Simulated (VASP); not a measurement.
Output of a VASP run:

File OSZICAR:
```
       N       E                     dE             d eps       ncg     rms          rms(c)
DAV:   1     0.727788082807E+03    0.72779E+03   -0.28187E+04  1680   0.235E+03
DAV:   2     0.583788177475E+02   -0.66941E+03   -0.64773E+03  1768   0.636E+02
DAV:   3    -0.685018762619E+02   -0.12688E+03   -0.12351E+03  2668   0.231E+02
DAV:   4    -0.741644534914E+02   -0.56626E+01   -0.56560E+01  2208   0.524E+01
DAV:   5    -0.743758886977E+02   -0.21144E+00   -0.21138E+00  2368   0.891E+00    0.376E+01
DAV:   6    -0.585069783220E+02    0.15869E+02   -0.10518E+02  2036   0.109E+02    0.129E+01
DAV:   7    -0.583556101854E+02    0.15137E+00   -0.12449E+01  2284   0.297E+01    0.962E+00
DAV:   8    -0.583726465241E+02   -0.17036E-01   -0.22282E+00  2140   0.152E+01    0.300E+00
DAV:   9    -0.582889638402E+02    0.83683E-01   -0.98530E-01  2124   0.100E+01    0.121E+00
DAV:  10    -0.582911722737E+02   -0.22084E-02   -0.87440E-02  2108   0.243E+00    0.227E-01
DAV:  11    -0.582909746640E+02    0.19761E-03   -0.78255E-03  2276   0.714E-01    0.719E-02
DAV:  12    -0.582909904279E+02   -0.15764E-04   -0.56189E-04  2080   0.206E-01    0.449E-02
DAV:  13    -0.582909930906E+02   -0.26626E-05   -0.81840E-05  2096   0.610E-02    0.107E-02
DAV:  14    -0.582909924333E+02    0.65728E-06   -0.67819E-06  1920   0.215E-02
   1 F= -.48011176E+02 E0= -.48011176E+02  d E =-.480112E+02
```

### OUTCAR
```
------------------------ aborting loop because EDIFF is reached ----------------------------------------
  FORCE on cell =-STRESS in cart. coord.  units (eV):
  Direction    XX          YY          ZZ          XY          YZ          ZX
  --------------------------------------------------------------------------------------
  Total       10.2179329     10.2179329     10.2720645      0.0000000      0.0000000      0.0000000
  in kB      298.1940307    298.1940307    299.7737736      0.0000000      0.0000000      0.0000000
  external PRESSURE =      -1.2793883 kB  Pullay stress =     300.0000000 kB
  volume of cell :       54.90
      direct lattice vectors                 reciprocal lattice vectors
     4.381932252  0.000000000  0.000000000     0.228209827  0.000000000  0.000000000
     0.000000000  4.381932252  0.000000000     0.000000000  0.228209827  0.000000000
     0.000000000  0.000000000  2.859192313     0.000000000  0.000000000  0.349749122
 POSITION                                       TOTAL-FORCE (eV/Angst)
 -----------------------------------------------------------------------------------
      0.00000      0.00000      0.00000         0.000000      0.000000      0.000000
      2.19097      2.19097      1.42960         0.000000      0.000000      0.000000
      1.32161      1.32161      0.00000         0.010788      0.010788      0.000000
      3.51258      0.86935      1.42960         0.010788     -0.010788     -0.000000
      0.86935      3.51258      1.42960        -0.010788      0.010788      0.000000
      3.06032      3.06032      0.00000        -0.010788     -0.010788     -0.000000
 -----------------------------------------------------------------------------------
    total drift:                                0.000000      0.000000      0.000000
  FREE ENERGIE OF THE ION-ELECTRON SYSTEM (eV)
  ---------------------------------------------------
  free  energy   TOTEN  =       -58.2909924333 eV

  energy  without entropy=      -58.2909924333  energy(sigma->0) =      -58.29099243
  enthalpy is  TOTEN    =       -48.0111760541 eV   P V=       10.2798163792

 reached required accuracy - stopping structural energy minimisation
```
(Selected blocks of OUTCAR.)

### POSCAR
```
TiO2
1
    4.3819322516    -0.0000000000     0.0000000000
    0.0000000000     4.3819322516     0.0000000000
    0.0000000000     0.0000000000     2.8591923126
Ti O
2 4
Direct
  0.0000000000   0.0000000000   0.0000000000
  0.5000000000   0.5000000000   0.5000000000
  0.3016054392   0.3016054392   0.0000000000
  0.8016054392   0.1983945608   0.5000000000
  0.1983945608   0.8016054392   0.5000000000
  0.6983945608   0.6983945608   0.0000000000
```

Task: Write an INCAR and KPOINTS that could have produced this output.

Result: One answer among several that fit: the input of the run itself, LDA (Ceperley-Alder, Perdew-Zunger), plane waves, VASP's LDA PAW potentials (set 64).

### INCAR
```
ALGO = Normal
EDIFF = 1E-6
EDIFFG = -0.02
ENCUT = 620
IBRION = 2
ISIF = 3
ISMEAR = 0
LASPH = .True.
LCHARG = .False.
LMAXMIX = 4
LREAL = .False.
LWAVE = .False.
NELM = 100
NSW = 40
PREC = Accurate
PSTRESS = 300
SIGMA = 0.05
SYSTEM = TiO2
```

### KPOINTS
```
Automatic mesh
0
Gamma
5 5 8
0 0 0
```

POTCAR, in this order: Ti_sv O (LDA.64 set). Program: vasp_std.

The compound is TiO2 in the rutile structure. It was relaxed first under an external pressure of 30 GPa.
